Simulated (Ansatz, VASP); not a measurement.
Two plane-wave programs on TiTl2

```xyz
3
Lattice="0.0000 3.3979 3.3979 3.3979 0.0000 3.3979 3.3979 3.3979 0.0000" Properties=species:S:1:pos:R:3 pbc="T T T"
Ti    0.0000    0.0000    0.0000
Tl    5.0969    5.0969    5.0969
Tl    1.6990    1.6990    1.6990
```

Alike in both runs: functional PBE; k mesh 12 × 12 × 12; occupations gaussian, width 0.1 eV; no spin polarisation.

Ansatz relaxed the structure, and its values are those at the end. VASP's run is a single point on that final structure, the one shown.

|  | VASP | Ansatz |
| --- | --- | --- |
| version | VASP 6.6.1 | Ansatz 0.2.0 |
| potentials or method | VASP PAW PBE potentials, release 64 (Ti_sv, Tl_d) | scalar-relativistic, plane waves, PAW |
| plane-wave cutoff (eV) | 520 | 420 |
| valence electrons in the cell | 38 | 38 |

```tsv
	VASP	Ansatz	Ansatz less VASP
gap on the k mesh at the Fermi level (eV)	none	none	-
pressure (GPa)	0.0	0.0	+0.04
```

A gap of «none» marks a metal or a gap that the smearing closes.

Spin-orbit coupling is left out, which matters for the levels of Tl.
